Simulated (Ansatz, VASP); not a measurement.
## Mo20N (S5(310) boundary in bcc Mo with N (interstitial)): VASP beside Ansatz

One calculation is typed for both programs; each brings its own data sets. How far apart do they land? Of the first pair: The structure shown is the start of the Ansatz relaxation below; VASP solves that cell, so the two are compared at the walk's first step.

Method: plane waves, with VASP 6.6.1 beside it; PBE, in Ansatz 0.2.0.

## (1) Starting point

The cell holds 21 atoms: 20 Mo and 1 N. Its edges and angles: a = 5.219 Å, b = 3.147 Å, c = 30.308 Å, α = 90.0°, β = 90.0°, γ = 72.5°. It derives from Mo. As first built, before any earlier steps moved the atoms or strained the cell (in the runner's words): plane [3, 1, 0]; removed 1; opened 0.4. Vacuum lies along c.

## (2) Ansatz: relaxation, PBE

Ansatz runs on its PAW soft_1 files.

The two programs are compared at the cell with which this relaxation starts, whose forces are those of its first step.

input.yaml reads:

```yaml
crystal:
  lattice:
    - [5.2187091076, 0.0, 0.0]
    - [0.9488562014, 3.0005467684, 0.0]
    - [0.0, 0.0, 30.3082068143]
  atoms:
    - { symbol: Mo, position: [0.7999999999, 0.6000000001, 0.1649718187] }
    - { symbol: Mo, position: [0.1999999999, 0.9, 0.1978067794] }
    - { symbol: Mo, position: [0.5999999999, 0.2, 0.2306417401] }
    - { symbol: Mo, position: [1.0, 0.5, 0.2634767008] }
    - { symbol: Mo, position: [0.4, 0.8, 0.2963116615] }
    - { symbol: Mo, position: [0.8, 0.1, 0.3291466222] }
    - { symbol: Mo, position: [0.2, 0.4, 0.3619815829] }
    - { symbol: Mo, position: [0.6, 0.7, 0.3948165436] }
    - { symbol: Mo, position: [0.0, 0.0, 0.4276515043] }
    - { symbol: "N", position: [0.3333333333, 0.3333333333, 0.4359000953] }
    - { symbol: Mo, position: [0.6, 0.7, 0.4736842105] }
    - { symbol: Mo, position: [0.2, 0.4, 0.5065191712] }
    - { symbol: Mo, position: [0.8, 0.1, 0.5393541319] }
    - { symbol: Mo, position: [0.4, 0.8, 0.5721890926] }
    - { symbol: Mo, position: [1.0, 0.5, 0.6050240533] }
    - { symbol: Mo, position: [0.5999999999, 0.2, 0.637859014] }
    - { symbol: Mo, position: [0.1999999999, 0.9, 0.6706939747] }
    - { symbol: Mo, position: [0.7999999999, 0.6000000001, 0.7035289354] }
    - { symbol: Mo, position: [0.3999999999, 0.3000000001, 0.7363638961] }
    - { symbol: Mo, position: [0.9999999999, 1.0e-10, 0.7691988568] }
    - { symbol: Mo, position: [0.5999999999, 0.7000000001, 0.8020338175] }
kpoints:
  mp_grid: { grid: [8, 8, 1] }
hamiltonian:
  xc: pbe
  pseudopotentials: { kind: paw, azcp: { folder: soft_1 } }
scf:
  occupations: { method: fermi_dirac, width: 0.1 }
relax:
  f_tol: 0.03
  max_steps: 80
  constraints: [{ sites: [0, 1, 2, 3] }]
```

Started as:

```console
$ ansatz run input.yaml --threads 4 --pin off --max-ram 15360MiB --backend cpu --events-out ev --progress --plain --runs-dir out
```

Numbers of over 12 decimals in the logs are rounded to 6 here.

What it wrote:

```text
Engine: ansatz 0.2.0, aarch64-unknown-linux-gnu
Pseudopotentials: kind: paw
Pseudopotential: Mo, paw, valence charge 14, recommended cutoff 420 eV (normal), soft_1/Mo.paw.azcp
Pseudopotential: N, paw, valence charge 5, recommended cutoff 420 eV (normal), soft_1/N.paw.azcp
Functional definition: PBE
  parameter kappa = 0.804
  parameter beta = 0.066725
  exchange = pbe_x(kappa = kappa, mu = beta*pi^2/3)
  correlation = pbe_c(beta = beta)
Crystal: 21 atoms, lattice volume = 474.596 Å³
Basis set: ecut = 420 eV, 9333 PW (Γ), exchange–correlation on 72×48×432 points (8 copies of the dense FFT grid, shifted against one another)
Bands: 171, of which v1, the nominal top of the filled ones, is band 143 counted from 1 (142 counted from 0)
Symmetry: 2 space group operations
Space group: Cm (ITA 8), of the structure as read, at distance tolerance 7.8e-5 Å
k-points: 21 of 64 (time reversal used)
Non-local potential: Mo, projectors of the file, l = 0: 3, l = 1: 2, l = 2: 2, l = 3: 1
Non-local potential: N, projectors of the file, l = 0: 2, l = 1: 2, l = 2: 1
PAW form: soft (Blöchl's): semilocal exchange-correlation on the pseudo side does not see the compensation charge
PAW one-centre angular grid: Mo, 590 points (default); XC on 64 Gauss nodes
PAW one-centre angular grid: N, 110 points (default); XC on 64 Gauss nodes
Initial density: superposition of atomic densities (neutral atoms: chi_scale 0, normalization atom)
Initial wavefunctions: pseudopotential atomic-orbital guess
Functional: x = pbe(κ = 0.804, μ = 0.219515), c = pbe(β = 0.066725)
SCF iter   1: F=—  HF=-99515.036518 eV  |F-HF|=—  |Δ(HF+E_count)|=         —  Δρ=9.54e-2  dr2=2.23e2  ethr=3.10e-3  ⟨swp⟩=8.0  Hψ=15769  notcnv=0
preconditioner: auto → LDOS  [metal: Δε(μ)=0.009 eV  Ē_g=4.883 eV  σ=0.100 eV  W_gap=0.02  n_scr=118 (ndim 8)  ℏωp=19.1 eV  f_vac=0.276  D(μ)=15.37/eV (n_scr^D=104)  β→1.0]
SCF iter   2: F=—  HF=-99507.118223 eV  |F-HF|=—  |Δ(HF+E_count)|=    7.92e0  Δρ=7.63e-2  dr2=2.80e2  ethr=3.10e-3  ⟨swp⟩=4.4  Hψ=9894  notcnv=0
SCF iter   3: F=—  HF=-99497.692306 eV  |F-HF|=—  |Δ(HF+E_count)|=    9.43e0  Δρ=1.38e-2  dr2=4.35e0  ethr=3.10e-3  ⟨swp⟩=4.3  Hψ=8697  notcnv=0  defer=1
SCF iter   4: F=—  HF=-99497.467663 eV  |F-HF|=—  |Δ(HF+E_count)|=   2.25e-1  Δρ=4.57e-3  dr2=1.45e-1  ethr=1.53e-3  ⟨swp⟩=2.5  Hψ=5247  notcnv=0
SCF iter   5: F=—  HF=-99497.433389 eV  |F-HF|=—  |Δ(HF+E_count)|=   3.43e-2  Δρ=1.56e-3  dr2=7.68e-2  ethr=5.07e-5  ⟨swp⟩=3.0  Hψ=7394  notcnv=0
SCF iter   6: F=—  HF=-99497.431137 eV  |F-HF|=—  |Δ(HF+E_count)|=   2.25e-3  Δρ=6.48e-4  dr2=1.62e-2  ethr=2.69e-5  ⟨swp⟩=2.5  Hψ=4761  notcnv=0
SCF iter   7: F=—  HF=-99497.432276 eV  |F-HF|=—  |Δ(HF+E_count)|=   1.14e-3  Δρ=1.68e-4  dr2=4.36e-4  ethr=5.69e-6  ⟨swp⟩=1.4  Hψ=3722  notcnv=0
SCF iter   8: F=—  HF=-99497.432326 eV  |F-HF|=—  |Δ(HF+E_count)|=   4.99e-5  Δρ=8.21e-5  dr2=2.95e-4  ethr=1.53e-7  ⟨swp⟩=3.3  Hψ=7040  notcnv=0
SCF iter   9: F=-99497.432324 eV  HF=-99497.432329 eV  |F-HF|=4.76e-6  |Δ(HF+E_count)|=   2.95e-6  Δρ=2.83e-5  dr2=1.06e-5  ethr=7.89e-9  ⟨swp⟩=4.1  Hψ=13971  notcnv=0
SCF 1 converged in 9 iterations: F = -99497.432324 eV  dr2 = 1.06e-5
  greatest PAW one-centre occupation: 0.999 electrons in one spin orbital (limit 2), on the Mo atom at site 13 (counted from 0), in its partial waves of l = 0
relax step   1: F+E_penalty+E_count = -99497.43232401 eV  Δ(F+E_penalty+E_count) = +0.000e0 eV  max|allowed force component| = 1.872e0 eV/Å  Δτ_max = 0.0000 Å  (9 SCF iters, dr2 threshold 2.25e-5 eV, accepted)
[...]
relax step   3: F+E_penalty+E_count = -99498.07231476 eV  Δ(F+E_penalty+E_count) = -9.607e-2 eV  max|allowed force component| = 2.977e-1 eV/Å  Δτ_max = 0.1085 Å  (6 SCF iters, dr2 threshold 2.76e-5 eV, accepted)
[...]
relax step   4: F+E_penalty+E_count = -99498.09596936 eV  Δ(F+E_penalty+E_count) = -2.365e-2 eV  max|allowed force component| = 1.380e-1 eV/Å  Δτ_max = 0.0729 Å  (6 SCF iters, dr2 threshold 1.12e-5 eV, accepted)
[...]
relax step   5: F+E_penalty+E_count = -99498.09979214 eV  Δ(F+E_penalty+E_count) = -3.823e-3 eV  max|allowed force component| = 7.508e-2 eV/Å  Δτ_max = 0.0373 Å  (5 SCF iters, dr2 threshold 3.82e-6 eV, accepted)
[...]
relax step   6: F+E_penalty+E_count = -99498.10277879 eV  Δ(F+E_penalty+E_count) = -2.987e-3 eV  max|allowed force component| = 4.153e-2 eV/Å  Δτ_max = 0.0197 Å  (6 SCF iters, dr2 threshold 1.21e-6 eV, accepted)
[...]
relax step   7: F+E_penalty+E_count = -99498.10332398 eV  Δ(F+E_penalty+E_count) = -5.452e-4 eV  max|allowed force component| = 1.889e-2 eV/Å  Δτ_max = 0.0089 Å  (6 SCF iters, accepted)
SCF converged after 6 iterations
Free energy (F): -99498.103324 eV
Harris-Foulkes:  -99498.103324 eV  (|F-HF|=2.49e-8)
Internal energy: -99497.545308 eV  (E = F + TS)
E sigma→0 (E₀):  -99497.824316 eV
Entropy (-TS):   -0.558016 eV (-26.572 meV/atom)
Fermi energy:    12.840018 eV
--- Per-component energies (eV) ---
  E_band       = -3380.866205
  E_kinetic    = 8555.775347
  E_local      = -266748.669667  (includes V_loc(G=0)·N_el)
  E_nonlocal   = 3006.675554
  E_hartree    = 129739.060597
  E_xc         = -3574.257365
  E_vxc        = -4456.366372  (∫ρ·V_xc dr)
  E_paw        = -64365.195455  (= ΣΔE_a)
  E_vpaw       = -3216.433486  (= ΣTr[D̂ρ^β])
  E_aug_tail   = 0.001833  (compensation charges beyond the density's cutoff)
  E_ewald      = 93889.063849
  E_smearing   = -0.558016  (= −TS)
  E_closure    = 0.000000  (closes the sum)
  Σ components = -99498.103324   (vs F -99498.103324, Δ=0.00e0)
--- Forces (eV/Å), atoms counted from 1 ---
  atom   1  Mo     0.32347805    -0.10229274     1.80581517
  atom   2  Mo    -0.50278948     0.15899600    -0.37015569
  atom   3  Mo     0.12794761    -0.04046059    -1.00000109
  atom   4  Mo     0.05128157    -0.01621666    -0.43594197
  atom   5  Mo     0.00147812    -0.00046742     0.00074747
  atom   6  Mo     0.00546306    -0.00172757    -0.00259501
  atom   7  Mo     0.00653473    -0.00206646     0.00647247
  atom   8  Mo    -0.01185799     0.00374983     0.00406313
  atom   9  Mo    -0.00192631     0.00060915    -0.00372330
  atom  10  N     -0.00236043     0.00074643    -0.00794602
  atom  11  Mo     0.01388914    -0.00439213    -0.00600479
  atom  12  Mo    -0.00639490     0.00202225     0.01888615
  atom  13  Mo    -0.00905093     0.00286216     0.00135641
  atom  14  Mo    -0.00051298     0.00016222    -0.00699319
  atom  15  Mo     0.00218694    -0.00069157    -0.00379837
  atom  16  Mo    -0.00114732     0.00036281    -0.00307410
  atom  17  Mo     0.00488649    -0.00154524     0.00814487
  atom  18  Mo    -0.00299425     0.00094687    -0.00514599
  atom  19  Mo     0.00987442    -0.00312257    -0.00626984
  atom  20  Mo    -0.00419085     0.00132526     0.00166454
  atom  21  Mo    -0.00378416     0.00119666     0.00453140
  max |Σ_I F_I| component: 3.23e-5 eV/Å
--- Relaxed structure (7 steps of the walk, 7 accepted, 0 SCFs on fresh bases) ---
  F+E_penalty+E_count = -99498.10332398 eV   max|allowed force component| = 1.889e-2 eV/Å
  atoms:
    - { symbol: Mo, position: [0.7999999999, 0.600000, 0.1649718187] }
    - { symbol: Mo, position: [0.1999999999, 0.900000, 0.1978067794] }
    - { symbol: Mo, position: [0.5999999999, 0.200000, 0.2306417401] }
    - { symbol: Mo, position: [1.0, 0.5, 0.2634767008] }
    - { symbol: Mo, position: [0.399238, 0.800381, 0.296175] }
    - { symbol: Mo, position: [0.800297, 0.099851, 0.330050] }
    - { symbol: Mo, position: [0.189425, 0.405287, 0.362594] }
    - { symbol: Mo, position: [0.596419, 0.701790, 0.393612] }
    - { symbol: Mo, position: [0.030813, -0.015406, 0.436067] }
    - { symbol: N, position: [0.339568, 0.330216, 0.435840] }
    - { symbol: Mo, position: [0.590166, 0.704917, 0.477542] }
    - { symbol: Mo, position: [0.184633, 0.407683, 0.508925] }
    - { symbol: Mo, position: [0.794888, 0.102556, 0.541589] }
    - { symbol: Mo, position: [0.392060, 0.803970, 0.575354] }
    - { symbol: Mo, position: [0.994396, 0.502802, 0.608193] }
    - { symbol: Mo, position: [0.595944, 0.202028, 0.640976] }
    - { symbol: Mo, position: [0.198065, 0.900967, 0.674381] }
    - { symbol: Mo, position: [0.797448, 0.601276, 0.706857] }
    - { symbol: Mo, position: [0.393876, 0.303062, 0.741317] }
    - { symbol: Mo, position: [0.985275, 0.00736275, 0.773522] }
    - { symbol: Mo, position: [0.610330, 0.694835, 0.799624] }
```

(Part 1 of 3 ends here.)

[Lines on the potential files, build, host, timing and source positions are cut from VASP's logs without a mark.]

[Logs are printed without paths, hosts, clocks, repeated set-up lines and the standing remarks that a program may print on its own settings, such as how far it seeks lower states.]

[Hosts, paths, dates, database ids (printed as entryN), source tags and the programs' standing remarks are cut or masked in the printed files.]
